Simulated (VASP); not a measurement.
Runs of VASP 6.6.1 on Cu. Symmetry: Fm-3m, No. 225, cubic system. The conventional cell has a = 3.615 Å, b = 3.615 Å, c = 3.615 Å, α = 90.00°, β = 90.00°, γ = 90.00°. Cu (site symmetry m-3m) is surrounded by 12 Cu at 2.56 Å. 

```csv
k mesh,cutoff (eV),mesh quality,gap on the mesh (eV),pressure (GPa)
14 × 14 × 14,600,not flagged,none,2.8
22 × 22 × 22,520,not flagged,none,2.5
10 × 10 × 10,520,not flagged,none,2.5
14 × 14 × 14,520,not flagged,none,2.7
16 × 16 × 16,520,not flagged,none,2.7
8 × 8 × 8,520,coarse,none,3.3
14 × 14 × 14,300,not flagged,none,-
14 × 14 × 14,450,not flagged,none,2.0
26 × 26 × 26,520,not flagged,none,2.6
14 × 14 × 14,400,not flagged,none,(a)
14 × 14 × 14,350,not flagged,none,2.6
14 × 14 × 14,700,not flagged,none,2.8
```

Alike in all rows: task single point; level PBE; potentials or basis VASP PAW PBE potentials, release 64 (Cu); no spin polarisation; cell as given; smearing gaussian 0.1 eV.

Q: Fill in the values left out.

A: (a) 1.9.

Caveats: some runs use coarse meshes; the cutoff is under 1.25 times the usual one of these potentials, so pressure, stress and relaxed cells hold a basis-set (Pulay) error (some runs).

A k mesh can miss the band edges.

A gap of «none» marks a metal or a gap under the smearing width.

Not every run made on this cell is shown here.
